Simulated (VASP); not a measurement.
## SnSe2: the band gap up a ladder of functionals

Wanted: bands and gap of SnSe2 from one functional after another. The levels: LDA, PBEsol, PBE, r2SCAN, TB-mBJ, TPSS, HSE06, r2SCAN0, HSE03, PBE-EpsX, PBE0, PBE + SOC, HSE06 + SOC and TB-mBJ + SOC. LASPH is on for some levels and off for others; the table marks which. The start is a cell from a database of measured crystal structures.

Calculated with VASP 6.6.1; LDA; plane waves and PAW (Sn_d, Se), in the first sound run; inputs show where later runs differ.

Most raw output is cut from this account.

### Step 1. Set-up

Symmetry: P-3m1, No. 164, trigonal system. The conventional cell has a = 3.811 Å, b = 3.811 Å, c = 6.136 Å, α = 90.00°, β = 90.00°, γ = 120.00°. Nearest to Sn lie 6 Se at 2.68 Å. Nearest to Se lie 3 Sn at 2.68 Å. Farther neighbours and most contacts between anions are not listed.

### Step 2. Bands with LDA, k 4×4×3

The mesh alone shows little of the dispersion and can miss band extrema, so KPOINTS_OPT adds a path through the symmetry points after the self-consistent cycle. LDA, the lowest rung, knows the local density alone.

The input, INCAR:

```
SYSTEM = SnSe2
PREC = Accurate
ENCUT = 400
EDIFF = 1E-06
NELM = 100
ISMEAR = 0
SIGMA = 0.02
LREAL = .FALSE.
ALGO = Normal
GGA = CA
NBANDS = 26
LORBIT = 11
LWAVE = .FALSE.
LCHARG = .FALSE.
KPAR = 4
```

The input, POSCAR:

```
SnSe2
1.0
    3.8110000000      0.0000000000      0.0000000000
   -1.9055000000      3.3004228138      0.0000000000
    0.0000000000      0.0000000000      6.1360000000
Sn Se
1 2
Direct
    0.0000000000      0.0000000000      0.0000000000
    0.3333333333      0.6666666667      0.2490000000
    0.6666666667      0.3333333333      0.7510000000
```

The input, KPOINTS:

```
Automatic mesh
0
Gamma
4 4 3
0 0 0
```

The input, KPOINTS_OPT:

```
Line mode
16
Line-mode
Reciprocal
  0.00000000   0.00000000   0.00000000 GAMMA
  0.50000000   0.00000000   0.00000000 M

  0.50000000   0.00000000   0.00000000 M
  0.33333333   0.33333333   0.00000000 K

  0.33333333   0.33333333   0.00000000 K
  0.00000000   0.00000000   0.00000000 GAMMA

  0.00000000   0.00000000   0.00000000 GAMMA
  0.00000000   0.00000000   0.50000000 A

  0.00000000   0.00000000   0.50000000 A
  0.50000000   0.00000000   0.50000000 L

  0.50000000   0.00000000   0.50000000 L
  0.33333333   0.33333333   0.50000000 H

  0.33333333   0.33333333   0.50000000 H
  0.00000000   0.00000000   0.50000000 A

  0.50000000   0.00000000   0.50000000 L
  0.50000000   0.00000000   0.00000000 M

  0.33333333   0.33333333   0.00000000 K
  0.33333333   0.33333333   0.50000000 H
```

PAW data sets: Sn_d and Se (PBE family, release 64).

Launch:

```
$ mpirun -np 4 vasp_std
```

Elapsed: 17 s, on 4 MPI ranks of Intel Xeon 6975P-C (Granite Rapids), shared host; peak memory 0.68 GiB.

Spin-orbit coupling is off here; it can split and shift levels that hold much weight on Sn by tenths of an eV or more. The PAW data sets were made with PBE, though LDA sets exist; this is a small mismatch.

This step gave:

```yaml
scf_cycles: 12
electrons: 26
bands: 26
irreducible_k_points: 9
symmetry_operations: 12
free_energy_toten: -13.70 eV
fermi_energy: 4.044 eV
pressure: 1.525 GPa
metallic_judged_on_the_points_sampled: no
least_gap_on_mesh_and_path: 0.5762 eV
least_direct_gap_on_mesh_and_path: 0.8866 eV
valence_top_at_k: 0.06667, 0.06667, 0
conduction_bottom_at_k: 0.5, 0, 0.3333
least_direct_gap_at_k: 0, 0, 0
```

The electronic bands at the labelled points (eV, zero at the valence-band top; v1 is the highest filled band, c1 the lowest empty one):

```
          point     v4     v3     v2     v1    c1    c2    c3    c4
              Γ  -0.76  -0.43  -0.43  -0.05  0.84  2.72  4.47  4.47
0.53 of the way  -2.58  -2.15  -0.32  -0.18  1.74  3.76  5.28  5.64
              M  -3.00  -2.76  -1.30  -0.34  1.00  3.57  5.26  5.32
0.47 of the way  -3.35  -2.95  -1.30  -1.27  1.39  4.95  5.04  6.27
              K  -3.80  -3.44  -1.61  -1.61  1.24  6.50  6.50  7.06
0.47 of the way  -3.62  -1.62  -1.46  -0.26  2.00  4.89  5.13  5.61
              Γ  -0.76  -0.43  -0.43  -0.05  0.84  2.72  4.47  4.47
0.47 of the way  -0.81  -0.81  -0.35  -0.35  1.69  2.73  4.34  4.34
              A  -0.85  -0.85  -0.27  -0.27  2.28  2.69  4.19  4.19
0.53 of the way  -2.00  -1.88  -1.46  -0.49  1.44  4.31  5.60  5.64
              L  -2.60  -2.06  -0.91  -0.75  0.70  4.04  4.63  5.70
0.53 of the way  -3.76  -2.93  -0.64  -0.45  1.71  4.49  5.06  5.57
              H  -4.32  -3.83  -0.41  -0.41  2.41  4.53  4.53  6.02
0.47 of the way  -3.00  -2.09  -0.94  -0.90  2.10  4.41  5.67  5.78
              A  -0.85  -0.85  -0.27  -0.27  2.28  2.69  4.19  4.19
      jump to L  -2.60  -2.06  -0.91  -0.75  0.70  4.04  4.63  5.70
0.47 of the way  -2.68  -2.57  -0.84  -0.57  0.61  3.82  5.41  5.78
              M  -3.00  -2.76  -1.30  -0.34  1.00  3.57  5.26  5.32
      jump to K  -3.80  -3.44  -1.61  -1.61  1.24  6.50  6.50  7.06
0.53 of the way  -4.12  -3.67  -0.95  -0.95  1.84  5.33  5.33  6.51
              H  -4.32  -3.83  -0.41  -0.41  2.41  4.53  4.53  6.02
```

Of the projections kept (Sn, Se), the largest for each band there, as a share of the weight inside these atoms' spheres; weight between the spheres isn't counted:

```
point       v4       v3       v2       v1       c1       c2       c3       c4
    Γ  Se 0.77  Se 0.91  Se 0.91  Se 0.88  Se 0.56  Sn 0.59  Sn 0.69  Sn 0.69
    M  Se 0.76  Se 0.67  Se 0.86  Se 0.92  Se 0.58  Sn 0.57  Se 0.67  Sn 0.58
    K  Se 0.68  Se 0.62  Se 0.92  Se 0.92  Se 0.58  Se 0.59  Se 0.59  Se 0.51
    Γ  Se 0.77  Se 0.91  Se 0.91  Se 0.88  Se 0.56  Sn 0.59  Sn 0.69  Sn 0.69
    A  Se 0.78  Se 0.78  Se 0.91  Se 0.91  Se 0.59  Sn 0.65  Sn 0.72  Sn 0.72
    L  Se 0.65  Se 0.73  Se 0.88  Se 0.92  Se 0.59  Se 0.69  Sn 0.65  Sn 0.50
```

Force by atom:

```
atom  x (eV/Å)  y (eV/Å)  z (eV/Å)   size
 Sn1     0.000     0.000     0.000  0.000
 Se2     0.000     0.000     0.430  0.430
 Se3     0.000     0.000    -0.430  0.430
```

The gap is 0.58 eV, indirect.

### Step 3. Bands with PBEsol, k 4×4×3

This step: PBEsol; plane waves and PAW (Sn_d, Se) (VASP 6.6.1).

PBEsol restores the gradient expansion of exchange and is tuned for the cells of solids.

Changes to INCAR since step 2:

```diff
@@ -9,3 +9,3 @@
 ALGO = Normal
-GGA = CA
+GGA = PS
 NBANDS = 26
```

POSCAR is that of step 2.

KPOINTS is that of step 2.

KPOINTS_OPT is that of step 2.

Launch:

```
$ mpirun -np 4 vasp_std
```

Run time: 18 s. Hardware: 4 MPI ranks; peak memory 0.7 GiB; 68 s of CPU time.

The PAW data sets were made with PBE, which is usual practice but a small mismatch for other functionals. At this level the cell is under a pressure of 3.0 GPa, so at these settings it is away from equilibrium.

This step gave:

| Property | Result |
| --- | --- |
| free energy (TOTEN) | -12.82 eV |
| Fermi energy | 4.174 eV |
| pressure | 3.038 GPa |
| least gap on mesh and path | 0.6344 eV |
| least direct gap on mesh and path | 0.9853 eV |

Electronic bands along the path, in eV, zero at the valence-band top; v1 is the highest filled band, c1 the lowest empty one:

```
          point     v4     v3     v2     v1    c1    c2    c3    c4
              Γ  -0.75  -0.44  -0.44  -0.04  0.94  2.77  4.52  4.52
0.53 of the way  -2.56  -2.15  -0.32  -0.19  1.78  3.83  5.34  5.69
              M  -2.99  -2.76  -1.28  -0.35  1.04  3.63  5.28  5.37
0.47 of the way  -3.35  -2.95  -1.29  -1.26  1.44  5.01  5.08  6.29
              K  -3.80  -3.44  -1.60  -1.60  1.31  6.55  6.55  7.12
0.47 of the way  -3.61  -1.62  -1.45  -0.26  2.05  4.94  5.20  5.67
              Γ  -0.75  -0.44  -0.44  -0.04  0.94  2.77  4.52  4.52
0.47 of the way  -0.80  -0.80  -0.36  -0.36  1.76  2.78  4.39  4.39
              A  -0.84  -0.84  -0.28  -0.28  2.34  2.74  4.24  4.24
0.53 of the way  -1.99  -1.87  -1.44  -0.49  1.50  4.36  5.64  5.70
              L  -2.59  -2.06  -0.90  -0.75  0.75  4.10  4.69  5.68
0.53 of the way  -3.75  -2.92  -0.65  -0.45  1.77  4.55  5.12  5.63
              H  -4.31  -3.82  -0.42  -0.42  2.47  4.59  4.59  6.10
0.47 of the way  -3.00  -2.08  -0.93  -0.90  2.15  4.47  5.71  5.84
              A  -0.84  -0.84  -0.28  -0.28  2.34  2.74  4.24  4.24
      jump to L  -2.59  -2.06  -0.90  -0.75  0.75  4.10  4.69  5.68
0.47 of the way  -2.67  -2.56  -0.84  -0.57  0.66  3.87  5.46  5.83
              M  -2.99  -2.76  -1.28  -0.35  1.04  3.63  5.28  5.37
      jump to K  -3.80  -3.44  -1.60  -1.60  1.31  6.55  6.55  7.12
0.53 of the way  -4.12  -3.66  -0.95  -0.95  1.90  5.38  5.38  6.58
              H  -4.31  -3.82  -0.42  -0.42  2.47  4.59  4.59  6.10
```

Of the projections kept (Sn, Se), the largest for each band there, as a share of the weight inside these atoms' spheres; weight between the spheres isn't counted:

```
point       v4       v3       v2       v1       c1       c2       c3       c4
    Γ  Se 0.77  Se 0.91  Se 0.91  Se 0.88  Se 0.55  Sn 0.59  Sn 0.69  Sn 0.69
    M  Se 0.77  Se 0.67  Se 0.87  Se 0.92  Se 0.57  Sn 0.57  Se 0.67  Sn 0.58
    K  Se 0.68  Se 0.62  Se 0.92  Se 0.92  Se 0.58  Se 0.60  Se 0.60  Se 0.51
    Γ  Se 0.77  Se 0.91  Se 0.91  Se 0.88  Se 0.55  Sn 0.59  Sn 0.69  Sn 0.69
    A  Se 0.78  Se 0.78  Se 0.91  Se 0.91  Se 0.59  Sn 0.65  Sn 0.72  Sn 0.72
    L  Se 0.65  Se 0.73  Se 0.88  Se 0.92  Se 0.58  Se 0.69  Sn 0.64  Se 0.51
```

Force by atom:

```
atom  x (eV/Å)  y (eV/Å)  z (eV/Å)   size
 Sn1     0.000     0.000     0.000  0.000
 Se2     0.000     0.000     0.528  0.528
 Se3     0.000     0.000    -0.528  0.528
```

The gap is 0.63 eV, indirect. Against LDA that is +0.06 eV; the cost is about the same.

### Step 4. Bands with PBE, k 4×4×3

This step: PBE; plane waves and PAW (Sn_d, Se) (VASP 6.6.1).

PBE, the usual starting point, adds the gradient of the density.

Changes to INCAR since step 3:

```diff
@@ -9,3 +9,3 @@
 ALGO = Normal
-GGA = PS
+GGA = PE
 NBANDS = 26
```

POSCAR is that of step 3.

KPOINTS is that of step 3.

KPOINTS_OPT is that of step 3.

Launch:

```
$ mpirun -np 4 vasp_std
```

Wall time 18 s (4 MPI ranks); peak memory 0.7 GiB; 68 s of CPU time.

At this level the cell is under a pressure of 6.0 GPa, so at these settings it is away from equilibrium.

Electronic bands along the path, in eV, zero at the valence-band top; v1 is the highest filled band, c1 the lowest empty one:

```
          point     v4     v3     v2     v1    c1    c2    c3    c4
              Γ  -0.74  -0.43  -0.43  -0.04  1.04  2.89  4.58  4.58
0.53 of the way  -2.52  -2.12  -0.31  -0.19  1.85  3.94  5.40  5.78
              M  -2.95  -2.73  -1.24  -0.35  1.10  3.74  5.40  5.43
0.47 of the way  -3.31  -2.91  -1.25  -1.24  1.50  5.09  5.20  6.37
              K  -3.75  -3.40  -1.57  -1.57  1.38  6.61  6.61  7.17
0.47 of the way  -3.56  -1.60  -1.42  -0.25  2.10  5.02  5.30  5.74
              Γ  -0.74  -0.43  -0.43  -0.04  1.04  2.89  4.58  4.58
0.47 of the way  -0.79  -0.79  -0.36  -0.36  1.83  2.90  4.46  4.46
              A  -0.83  -0.83  -0.28  -0.28  2.40  2.86  4.31  4.31
0.53 of the way  -1.97  -1.85  -1.41  -0.49  1.56  4.46  5.72  5.75
              L  -2.56  -2.04  -0.88  -0.74  0.82  4.21  4.79  5.78
0.53 of the way  -3.71  -2.88  -0.64  -0.44  1.82  4.66  5.20  5.70
              H  -4.26  -3.77  -0.41  -0.41  2.50  4.69  4.69  6.19
0.47 of the way  -2.96  -2.05  -0.91  -0.88  2.19  4.56  5.79  5.92
              A  -0.83  -0.83  -0.28  -0.28  2.40  2.86  4.31  4.31
      jump to L  -2.56  -2.04  -0.88  -0.74  0.82  4.21  4.79  5.78
0.47 of the way  -2.64  -2.53  -0.82  -0.56  0.74  3.98  5.56  5.88
              M  -2.95  -2.73  -1.24  -0.35  1.10  3.74  5.40  5.43
      jump to K  -3.75  -3.40  -1.57  -1.57  1.38  6.61  6.61  7.17
0.53 of the way  -4.07  -3.61  -0.93  -0.93  1.96  5.47  5.47  6.65
              H  -4.26  -3.77  -0.41  -0.41  2.50  4.69  4.69  6.19
```

Of the projections kept (Sn, Se), the largest for each band there, as a share of the weight inside these atoms' spheres; weight between the spheres isn't counted:

```
point       v4       v3       v2       v1       c1       c2       c3       c4
    Γ  Se 0.77  Se 0.91  Se 0.91  Se 0.89  Se 0.55  Sn 0.59  Sn 0.69  Sn 0.69
    M  Se 0.77  Se 0.67  Se 0.87  Se 0.92  Se 0.57  Sn 0.57  Se 0.67  Sn 0.58
    K  Se 0.68  Se 0.63  Se 0.92  Se 0.92  Se 0.58  Se 0.60  Se 0.60  Se 0.51
    Γ  Se 0.77  Se 0.91  Se 0.91  Se 0.89  Se 0.55  Sn 0.59  Sn 0.69  Sn 0.69
    A  Se 0.79  Se 0.79  Se 0.91  Se 0.91  Se 0.58  Sn 0.65  Sn 0.72  Sn 0.72
    L  Se 0.66  Se 0.73  Se 0.89  Se 0.92  Se 0.57  Se 0.69  Sn 0.63  Se 0.51
```

The gap is 0.71 eV, indirect. Against LDA that is +0.14 eV; the cost is about the same.

### Step 5. Bands with r2SCAN, k 4×4×3

This step: r2SCAN; plane waves and PAW (Sn_d, Se) (VASP 6.6.1).

r2SCAN adds the kinetic-energy density, costs more than a GGA and is run with LASPH.

Changes to INCAR since step 4:

```diff
@@ -9,3 +9,4 @@
 ALGO = Normal
-GGA = PE
+METAGGA = R2SCAN
+LASPH = .TRUE.
 NBANDS = 26
```

POSCAR is that of step 4.

KPOINTS is that of step 4.

KPOINTS_OPT is that of step 4.

Launch:

```
$ mpirun -np 4 vasp_std
```

It took 60 s on 4 MPI ranks; peak memory 0.73 GiB.

At this level the cell is under a pressure of 4.0 GPa, so at these settings it is away from equilibrium.

The electronic bands at the labelled points (eV, zero at the valence-band top; v1 is the highest filled band, c1 the lowest empty one):

```
          point     v4     v3     v2     v1    c1    c2    c3    c4
              Γ  -0.77  -0.45  -0.45  -0.03  1.49  3.41  5.01  5.01
0.53 of the way  -2.54  -2.18  -0.30  -0.20  2.17  4.48  5.86  6.32
              M  -2.99  -2.81  -1.22  -0.36  1.37  4.26  5.87  5.90
0.47 of the way  -3.38  -2.95  -1.24  -1.24  1.77  5.63  5.67  6.88
              K  -3.81  -3.48  -1.57  -1.57  1.67  7.17  7.17  7.74
0.47 of the way  -3.63  -1.62  -1.41  -0.25  2.41  5.51  5.88  6.26
              Γ  -0.77  -0.45  -0.45  -0.03  1.49  3.41  5.01  5.01
0.47 of the way  -0.82  -0.82  -0.37  -0.37  2.23  3.42  4.88  4.88
              A  -0.86  -0.86  -0.29  -0.29  2.79  3.40  4.73  4.73
0.53 of the way  -2.03  -1.87  -1.42  -0.50  1.89  4.98  6.22  6.24
              L  -2.64  -2.04  -0.87  -0.75  1.11  4.70  5.27  6.31
0.53 of the way  -3.78  -2.92  -0.64  -0.45  2.14  5.18  5.71  6.21
              H  -4.33  -3.85  -0.42  -0.42  2.82  5.23  5.23  6.70
0.47 of the way  -3.00  -2.08  -0.91  -0.89  2.50  5.06  6.30  6.49
              A  -0.86  -0.86  -0.29  -0.29  2.79  3.40  4.73  4.73
      jump to L  -2.64  -2.04  -0.87  -0.75  1.11  4.70  5.27  6.31
0.47 of the way  -2.72  -2.55  -0.82  -0.57  1.04  4.47  6.04  6.37
              M  -2.99  -2.81  -1.22  -0.36  1.37  4.26  5.87  5.90
      jump to K  -3.81  -3.48  -1.57  -1.57  1.67  7.17  7.17  7.74
0.53 of the way  -4.13  -3.69  -0.93  -0.93  2.26  6.01  6.01  7.18
              H  -4.33  -3.85  -0.42  -0.42  2.82  5.23  5.23  6.70
```

Of the projections kept (Sn, Se), the largest for each band there, as a share of the weight inside these atoms' spheres; weight between the spheres isn't counted:

```
point       v4       v3       v2       v1       c1       c2       c3       c4
    Γ  Se 0.77  Se 0.91  Se 0.91  Se 0.89  Se 0.54  Sn 0.61  Sn 0.70  Sn 0.70
    M  Se 0.77  Se 0.67  Se 0.88  Se 0.91  Se 0.56  Sn 0.58  Se 0.66  Sn 0.59
    K  Se 0.68  Se 0.63  Se 0.92  Se 0.92  Se 0.57  Se 0.58  Se 0.58  Sn 0.51
    Γ  Se 0.77  Se 0.91  Se 0.91  Se 0.89  Se 0.54  Sn 0.61  Sn 0.70  Sn 0.70
    A  Se 0.79  Se 0.79  Se 0.90  Se 0.90  Se 0.57  Sn 0.65  Sn 0.72  Sn 0.72
    L  Se 0.66  Se 0.74  Se 0.89  Se 0.92  Se 0.55  Se 0.67  Sn 0.64  Se 0.51
```

The gap is 1.02 eV, indirect. Against LDA that is +0.44 eV; this run took 3.4 times the core time.

### Step 6. Bands with TB-mBJ, k 4×4×3

This step: TB-mBJ; plane waves and PAW (Sn_d, Se) (VASP 6.6.1).

TB-mBJ is a local potential fitted to gaps: it costs far less than a hybrid but gives no energy.

Changes to INCAR since step 5:

```diff
@@ -4,3 +4,3 @@
 EDIFF = 1E-06
-NELM = 100
+NELM = 150
 ISMEAR = 0
@@ -9,3 +9,3 @@
 ALGO = Normal
-METAGGA = R2SCAN
+METAGGA = MBJ
 LASPH = .TRUE.
```

POSCAR is that of step 5.

KPOINTS is that of step 5.

KPOINTS_OPT is that of step 5.

Launch:

```
$ mpirun -np 4 vasp_std
```

Run time: 32 s. Hardware: 4 MPI ranks; peak memory 0.76 GiB.

This functional is a potential without an energy, so its energies, forces and stress mean nothing and are not read.

The electronic bands at the labelled points (eV, zero at the valence-band top; v1 is the highest filled band, c1 the lowest empty one):

```
          point     v4     v3     v2     v1    c1    c2    c3    c4
              Γ  -0.74  -0.40  -0.40  -0.03  1.85  3.70  5.18  5.18
0.53 of the way  -2.29  -2.01  -0.25  -0.18  2.41  4.72  6.00  6.49
              M  -2.71  -2.59  -1.00  -0.32  1.65  4.51  6.02  6.12
0.47 of the way  -3.08  -2.68  -1.09  -1.04  2.02  5.75  5.92  6.93
              K  -3.46  -3.20  -1.37  -1.37  2.01  7.18  7.18  7.77
0.47 of the way  -3.29  -1.49  -1.23  -0.21  2.61  5.68  6.04  6.38
              Γ  -0.74  -0.40  -0.40  -0.03  1.85  3.70  5.18  5.18
0.47 of the way  -0.79  -0.79  -0.34  -0.34  2.46  3.72  5.05  5.05
              A  -0.83  -0.83  -0.27  -0.27  2.95  3.73  4.91  4.91
0.53 of the way  -1.88  -1.69  -1.25  -0.44  2.16  5.19  6.32  6.36
              L  -2.44  -1.85  -0.76  -0.66  1.43  4.95  5.49  6.37
0.53 of the way  -3.44  -2.65  -0.55  -0.40  2.36  5.41  5.87  6.32
              H  -3.94  -3.52  -0.36  -0.36  2.98  5.43  5.43  6.89
0.47 of the way  -2.73  -1.90  -0.80  -0.75  2.66  5.29  6.40  6.57
              A  -0.83  -0.83  -0.27  -0.27  2.95  3.73  4.91  4.91
      jump to L  -2.44  -1.85  -0.76  -0.66  1.43  4.95  5.49  6.37
0.47 of the way  -2.51  -2.31  -0.71  -0.50  1.39  4.72  6.24  6.45
              M  -2.71  -2.59  -1.00  -0.32  1.65  4.51  6.02  6.12
      jump to K  -3.46  -3.20  -1.37  -1.37  2.01  7.18  7.18  7.77
0.53 of the way  -3.76  -3.38  -0.81  -0.80  2.51  6.12  6.12  7.30
              H  -3.94  -3.52  -0.36  -0.36  2.98  5.43  5.43  6.89
```

Of the projections kept (Sn, Se), the largest for each band there, as a share of the weight inside these atoms' spheres; weight between the spheres isn't counted:

```
point       v4       v3       v2       v1       c1       c2       c3       c4
    Γ  Se 0.80  Se 0.91  Se 0.91  Se 0.91  Se 0.57  Sn 0.60  Sn 0.69  Sn 0.69
    M  Se 0.80  Se 0.70  Se 0.90  Se 0.92  Se 0.58  Sn 0.55  Sn 0.56  Se 0.65
    K  Se 0.71  Se 0.66  Se 0.93  Se 0.93  Se 0.61  Se 0.61  Se 0.61  Se 0.51
    Γ  Se 0.80  Se 0.91  Se 0.91  Se 0.91  Se 0.57  Sn 0.60  Sn 0.69  Sn 0.69
    A  Se 0.81  Se 0.81  Se 0.91  Se 0.91  Se 0.59  Sn 0.63  Sn 0.71  Sn 0.71
    L  Se 0.69  Se 0.77  Se 0.91  Se 0.92  Se 0.58  Se 0.64  Sn 0.59  Se 0.52
```

The gap is 1.37 eV, indirect. Against LDA that is +0.80 eV; this run took 1.8 times the core time.

### Step 7. Bands with TPSS, k 4×4×3

This step: TPSS; plane waves and PAW (Sn_d, Se) (VASP 6.6.1).

TPSS is an older meta-GGA.

Changes to INCAR since step 6:

```diff
@@ -4,3 +4,3 @@
 EDIFF = 1E-06
-NELM = 150
+NELM = 100
 ISMEAR = 0
@@ -9,3 +9,3 @@
 ALGO = Normal
-METAGGA = MBJ
+METAGGA = TPSS
 LASPH = .TRUE.
```

POSCAR is that of step 6.

KPOINTS is that of step 6.

KPOINTS_OPT is that of step 6.

Launch:

```
$ mpirun -np 4 vasp_std
```

The job ended after 67 s (4 MPI ranks; peak memory 0.73 GiB; 4.4 min of CPU time).

At this level the cell is under a pressure of 5.1 GPa, so at these settings it is away from equilibrium.

The electronic bands at the labelled points (eV, zero at the valence-band top; v1 is the highest filled band, c1 the lowest empty one):

```
          point     v4     v3     v2     v1    c1    c2    c3    c4
              Γ  -0.73  -0.45  -0.45  -0.03  1.16  2.99  4.73  4.73
0.53 of the way  -2.54  -2.13  -0.31  -0.20  1.90  4.08  5.57  5.93
              M  -2.97  -2.74  -1.25  -0.37  1.13  3.87  5.48  5.60
0.47 of the way  -3.34  -2.93  -1.26  -1.26  1.56  5.23  5.33  6.48
              K  -3.80  -3.42  -1.59  -1.59  1.46  6.76  6.76  7.38
0.47 of the way  -3.59  -1.60  -1.44  -0.26  2.17  5.17  5.45  5.93
              Γ  -0.73  -0.45  -0.45  -0.03  1.16  2.99  4.73  4.73
0.47 of the way  -0.78  -0.78  -0.37  -0.37  1.93  3.00  4.61  4.61
              A  -0.83  -0.83  -0.30  -0.30  2.48  2.99  4.46  4.46
0.53 of the way  -1.98  -1.85  -1.42  -0.50  1.63  4.61  5.82  5.92
              L  -2.57  -2.03  -0.90  -0.76  0.87  4.32  4.95  5.82
0.53 of the way  -3.75  -2.90  -0.65  -0.46  1.90  4.80  5.34  5.87
              H  -4.31  -3.80  -0.43  -0.43  2.58  4.84  4.84  6.40
0.47 of the way  -2.98  -2.06  -0.91  -0.90  2.26  4.73  5.92  6.05
              A  -0.83  -0.83  -0.30  -0.30  2.48  2.99  4.46  4.46
      jump to L  -2.57  -2.03  -0.90  -0.76  0.87  4.32  4.95  5.82
0.47 of the way  -2.66  -2.54  -0.83  -0.58  0.79  4.08  5.70  6.06
              M  -2.97  -2.74  -1.25  -0.37  1.13  3.87  5.48  5.60
      jump to K  -3.80  -3.42  -1.59  -1.59  1.46  6.76  6.76  7.38
0.53 of the way  -4.12  -3.64  -0.95  -0.95  2.04  5.61  5.61  6.86
              H  -4.31  -3.80  -0.43  -0.43  2.58  4.84  4.84  6.40
```

Of the projections kept (Sn, Se), the largest for each band there, as a share of the weight inside these atoms' spheres; weight between the spheres isn't counted:

```
point       v4       v3       v2       v1       c1       c2       c3       c4
    Γ  Se 0.78  Se 0.91  Se 0.91  Se 0.89  Se 0.55  Sn 0.60  Sn 0.70  Sn 0.70
    M  Se 0.77  Se 0.68  Se 0.88  Se 0.92  Se 0.57  Sn 0.57  Se 0.66  Sn 0.59
    K  Se 0.68  Se 0.63  Se 0.92  Se 0.92  Se 0.59  Se 0.60  Se 0.60  Sn 0.50
    Γ  Se 0.78  Se 0.91  Se 0.91  Se 0.89  Se 0.55  Sn 0.60  Sn 0.70  Sn 0.70
    A  Se 0.79  Se 0.79  Se 0.91  Se 0.91  Se 0.59  Sn 0.65  Sn 0.73  Sn 0.73
    L  Se 0.66  Se 0.74  Se 0.89  Se 0.92  Se 0.57  Se 0.68  Sn 0.64  Se 0.51
```

The gap is 0.77 eV, indirect. Against LDA that is +0.19 eV; this run took 3.9 times the core time.

(Part 1 of 3 ends here.)

[Lines on the potential files, build, host, timing and source positions are cut from VASP's logs without a mark.]

[Logs are printed without paths, hosts, clocks, repeated set-up lines and the standing remarks that a program may print on its own settings, such as how far it seeks lower states.]

[Hosts, paths, dates, database ids (printed as entryN), source tags and the programs' standing remarks are cut or masked in the printed files.]

[A measured line is paired with the nearest computed mode of its activity, which favours agreement.]

[In band tables of VASP the shares of atoms and orbitals are scaled to a sum of 1 inside the atoms' spheres.]
